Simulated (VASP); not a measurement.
Method: vdW-DF2, VASP's PBE PAW potentials (set 64) (plane waves; VASP 6.6.1).

VASP ran on this input.

POSCAR:
```
ZnS
1
    0.0000000000     2.7576648250     2.7576648250
    2.7576648250     0.0000000000     2.7576648250
    2.7576648250     2.7576648250     0.0000000000
Zn S
1 1
Direct
  0.0000000000   0.0000000000   0.0000000000
  0.2500000000   0.2500000000   0.2500000000
```

### KPOINTS
```
Automatic mesh
0
Gamma
8 8 8
0 0 0
```

INCAR:
```
# general
SYSTEM   = ZnS
PREC     = Accurate
ENCUT    = 520   # plane-wave cut-off (eV)
LREAL    = .FALSE.
LASPH    = .TRUE.

# electronic loop
EDIFF    = 1E-7   # SCF stop (eV)
NELM     = 100   # most electronic steps
ALGO     = Normal   # blocked Davidson
LMAXMIX  = 4   # l cut-off of mixed one-centre charges

# smearing
ISMEAR   = 0   # Gaussian
SIGMA    = 0.05

# functional
GGA      = ML
LUSE_VDW = .TRUE.
AGGAC    = 0.0
ZAB_VDW  = -1.8867

# ions
ISIF     = 2   # forces and stress, cell fixed

# output
LWAVE    = .FALSE.
LCHARG   = .FALSE.
```

POTCAR, in this order: Zn S (PBE.64 set). Program: vasp_std.

The resulting files:

### OSZICAR
```
       N       E                     dE             d eps       ncg     rms          rms(c)
DAV:   1     0.939735432884E+02    0.93974E+02   -0.91290E+03   754   0.160E+03
DAV:   2     0.447018824415E+01   -0.89503E+02   -0.85567E+02   809   0.280E+02
DAV:   3    -0.223841341159E+01   -0.67086E+01   -0.66708E+01   904   0.773E+01
DAV:   4    -0.232675021786E+01   -0.88337E-01   -0.88301E-01   859   0.938E+00
DAV:   5    -0.232813959437E+01   -0.13894E-02   -0.13893E-02   924   0.117E+00    0.578E+00
DAV:   6    -0.176894538667E+01    0.55919E+00   -0.12847E+00  1157   0.375E+01    0.444E+00
DAV:   7    -0.175865071147E+01    0.10295E-01   -0.37593E-01   764   0.585E+00    0.289E+00
DAV:   8    -0.175780016380E+01    0.85055E-03   -0.66616E-03   854   0.808E-01    0.114E+00
DAV:   9    -0.175775068004E+01    0.49484E-04   -0.17017E-03   789   0.470E-01    0.122E-01
DAV:  10    -0.175777054277E+01   -0.19863E-04   -0.65290E-05   954   0.762E-02    0.395E-02
DAV:  11    -0.175779177868E+01   -0.21236E-04   -0.40148E-05   774   0.705E-02    0.132E-02
DAV:  12    -0.175779223308E+01   -0.45440E-06   -0.53095E-07   954   0.111E-02    0.856E-03
DAV:  13    -0.175779196365E+01    0.26944E-06   -0.10507E-07   562   0.450E-03    0.155E-03
DAV:  14    -0.175779203172E+01   -0.68077E-07   -0.13822E-08   412   0.141E-03
   1 F= -.17577920E+01 E0= -.17577920E+01  d E =-.282001E-15
```

### OUTCAR
```
------------------------ aborting loop because EDIFF is reached ----------------------------------------
  FORCE on cell =-STRESS in cart. coord.  units (eV):
  Direction    XX          YY          ZZ          XY          YZ          ZX
  --------------------------------------------------------------------------------------
  Total        0.5083030      0.5083030      0.5083030      0.0000000      0.0000000      0.0000000
  in kB       19.4168506     19.4168506     19.4168506      0.0000000      0.0000000      0.0000000
  external PRESSURE =      19.4168506 kB  Pullay stress =       0.0000000 kB
  volume of cell :       41.94
      direct lattice vectors                 reciprocal lattice vectors
     0.000000000  2.757664825  2.757664825    -0.181312825  0.181312825  0.181312825
     2.757664825  0.000000000  2.757664825     0.181312825 -0.181312825  0.181312825
     2.757664825  2.757664825  0.000000000     0.181312825  0.181312825 -0.181312825
  FREE ENERGIE OF THE ION-ELECTRON SYSTEM (eV)
  ---------------------------------------------------
  free  energy   TOTEN  =        -1.7577920317 eV

  energy  without entropy=       -1.7577920317  energy(sigma->0) =       -1.75779203
```
(Selected blocks of OUTCAR.)

The compound is ZnS in the zinc blende structure. This cell is one point of a volume scan, at 0.97 of the reference volume.
